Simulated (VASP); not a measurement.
Calculation: PBEsol GGA, VASP's PBE PAW potentials (set 64) (plane waves; VASP).

The input files of a VASP run:

### KPOINTS
```
Automatic mesh
0
Gamma
7 7 7
0 0 0
```

POSCAR:
```
PbS
1.0
  0.0000000000   2.9700000000   2.9700000000
  2.9700000000   0.0000000000   2.9700000000
  2.9700000000   2.9700000000   0.0000000000
Pb S
1 1
direct
  0.0000000000   0.0000000000   0.0000000000
  0.5000000000   0.5000000000   0.5000000000
```

### INCAR
```
SYSTEM = PbS
PREC = Accurate
ENCUT = 400
EDIFF = 1E-6
NELM = 100
ALGO = Normal
LREAL = .FALSE.
LASPH = .TRUE.
ISMEAR = 0
SIGMA = 0.05
GGA = PS
LMAXMIX = 4
LWAVE = .FALSE.
LCHARG = .FALSE.
IBRION = 2
ISIF = 3
NSW = 60
EDIFFG = -0.01
```

POTCAR, in this order: Pb_d S (PBE.64 set). Program: vasp_std.

What VASP printed:

File OUTCAR:
```
 ion  position               nearest neighbor table
   1  0.000  0.000  0.000-   2 2.97   2 2.97   2 2.97   2 2.97   2 2.97   2 2.97
   2  0.500  0.500  0.500-   1 2.97   1 2.97   1 2.97   1 2.97   1 2.97   1 2.97
  LATTYP: Found a face centered cubic cell.
 ALAT       =     5.9400000000
 Subroutine PRICEL returns:
 Original cell was already a primitive cell.
 Subroutine GETGRP returns: Found 48 space group operations
The static configuration has the point symmetry O_h .
The dynamic configuration has the point symmetry O_h .
 Subroutine INISYM returns: Found 48 space group operations
 Subroutine IBZKPT returns following result:
 Found     20 irreducible k-points:

 Following reciprocal coordinates:
            Coordinates               Weight
  0.000000  0.000000  0.000000      1.000000
  0.142857  0.000000  0.000000      8.000000
  0.285714  0.000000  0.000000      8.000000
  0.428571  0.000000  0.000000      8.000000
  0.142857  0.142857  0.000000      6.000000
  0.285714  0.142857  0.000000     24.000000
  0.428571  0.142857  0.000000     24.000000
 -0.428571  0.142857  0.000000     24.000000
 -0.285714  0.142857  0.000000     24.000000
 -0.142857  0.142857  0.000000     12.000000
  0.285714  0.285714  0.000000      6.000000
  0.428571  0.285714  0.000000     24.000000
 -0.428571  0.285714  0.000000     24.000000
 -0.285714  0.285714  0.000000     12.000000
  0.428571  0.428571  0.000000      6.000000
 -0.428571  0.428571  0.000000     12.000000
  0.428571  0.285714  0.142857     24.000000
 -0.428571  0.285714  0.142857     48.000000
 -0.428571  0.428571  0.142857     24.000000
 -0.285714  0.428571  0.142857     24.000000
   k-points           NKPTS =     20   k-points in BZ     NKDIM =     20   number of bands    NBANDS=     14
   number of dos      NEDOS =    301   number of ions     NIONS =      2
   total plane-waves  NPLWV =  21952
   dimension x,y,z NGX =    28 NGY =   28 NGZ =   28
...
```

File OSZICAR:
```
       N       E                     dE             d eps       ncg     rms          rms(c)
DAV:   1     0.146409337314E+03    0.14641E+03   -0.85441E+03   560   0.123E+03
DAV:   2     0.294455204786E+01   -0.14346E+03   -0.14001E+03   578   0.329E+02
DAV:   3    -0.957851856883E+01   -0.12523E+02   -0.12456E+02   772   0.104E+02
DAV:   4    -0.985360819616E+01   -0.27509E+00   -0.27498E+00   606   0.177E+01
DAV:   5    -0.986255758927E+01   -0.89494E-02   -0.89487E-02   766   0.312E+00    0.435E+00
DAV:   6    -0.945929168581E+01    0.40327E+00   -0.12520E+00   836   0.918E+00    0.295E+00
DAV:   7    -0.945657961072E+01    0.27121E-02   -0.11797E-01   610   0.201E+00    0.161E+00
DAV:   8    -0.945644079581E+01    0.13881E-03   -0.11905E-02   650   0.131E+00    0.172E-01
DAV:   9    -0.945616118176E+01    0.27961E-03   -0.23801E-03   840   0.447E-01    0.760E-02
DAV:  10    -0.945623516011E+01   -0.73978E-04   -0.19617E-04   578   0.978E-02    0.324E-02
DAV:  11    -0.945623531600E+01   -0.15589E-06   -0.19899E-05   724   0.551E-02    0.854E-03
DAV:  12    -0.945623550296E+01   -0.18696E-06   -0.94092E-07   460   0.143E-02
   1 F= -.94562355E+01 E0= -.94562355E+01  d E =-.945624E+01
       N       E                     dE             d eps       ncg     rms          rms(c)
DAV:   1    -0.960943877933E+01   -0.15320E+00   -0.45820E+00   692   0.388E+01    0.227E+00
DAV:   2    -0.947901805011E+01    0.13042E+00   -0.27891E-01   692   0.101E+01    0.766E-01
DAV:   3    -0.945931912031E+01    0.19699E-01   -0.85890E-02   692   0.539E+00    0.186E-01
DAV:   4    -0.945951833359E+01   -0.19921E-03   -0.21105E-03   626   0.405E-01    0.781E-02
DAV:   5    -0.945956792749E+01   -0.49594E-04   -0.19015E-04   740   0.176E-01    0.360E-02
DAV:   6    -0.945958004419E+01   -0.12117E-04   -0.24581E-05   638   0.608E-02    0.583E-03
DAV:   7    -0.945957806720E+01    0.19770E-05   -0.25312E-06   574   0.253E-02    0.247E-03
DAV:   8    -0.945957701372E+01    0.10535E-05   -0.62249E-07   304   0.114E-02    0.728E-04
DAV:   9    -0.945957702367E+01   -0.99540E-08   -0.10530E-07   316   0.354E-03
   2 F= -.94595770E+01 E0= -.94595770E+01  d E =-.334152E-02
       N       E                     dE             d eps       ncg     rms          rms(c)
DAV:   1    -0.947175546500E+01   -0.12178E-01   -0.36773E-01   692   0.115E+01    0.623E-01
DAV:   2    -0.946176734754E+01    0.99881E-02   -0.21252E-02   692   0.271E+00    0.216E-01
DAV:   3    -0.946017135376E+01    0.15960E-02   -0.68598E-03   692   0.152E+00    0.480E-02
DAV:   4    -0.946017494855E+01   -0.35948E-05   -0.15553E-04   588   0.113E-01    0.225E-02
DAV:   5    -0.946017327270E+01    0.16759E-05   -0.16951E-05   738   0.518E-02    0.900E-03
DAV:   6    -0.946017228335E+01    0.98935E-06   -0.15252E-06   490   0.180E-02
   3 F= -.94601723E+01 E0= -.94601723E+01  d E =-.393678E-02
```

**OUTCAR**
```
------------------------ aborting loop because EDIFF is reached ----------------------------------------
  FORCE on cell =-STRESS in cart. coord.  units (eV):
  Direction    XX          YY          ZZ          XY          YZ          ZX
  --------------------------------------------------------------------------------------
  Total        0.0040405      0.0040405      0.0040405      0.0000000      0.0000000     -0.0000000
  in kB        0.1260853      0.1260853      0.1260853      0.0000000      0.0000000     -0.0000000
  external PRESSURE =       0.1260853 kB  Pullay stress =       0.0000000 kB
  volume of cell :       51.34
      direct lattice vectors                 reciprocal lattice vectors
    -0.000000000  2.949978382  2.949978382    -0.169492768  0.169492768  0.169492768
     2.949978382 -0.000000000  2.949978382     0.169492768 -0.169492768  0.169492768
     2.949978382  2.949978382 -0.000000000     0.169492768  0.169492768 -0.169492768
  FREE ENERGIE OF THE ION-ELECTRON SYSTEM (eV)
  ---------------------------------------------------
  free  energy   TOTEN  =        -9.4601722833 eV

  energy  without entropy=       -9.4601722833  energy(sigma->0) =       -9.46017228

 reached required accuracy - stopping structural energy minimisation
```
(Selected blocks of OUTCAR.)

CONTCAR:
```
PbS
   1.00000000000000
    -0.0000000000000000    2.9499783816666207    2.9499783816666207
     2.9499783816666207   -0.0000000000000000    2.9499783816666207
     2.9499783816666207    2.9499783816666207   -0.0000000000000000
  Pb              S
     1     1
Direct
     0.0000000000000000    0.0000000000000000    0.0000000000000000
     0.5000000000000000    0.5000000000000000    0.5000000000000000
```

Energy and stress use the plane-wave basis of the starting cell.

The compound is PbS in the rock salt structure. This run relaxes it. Symmetry was kept, so distortions that lower it aren't found.
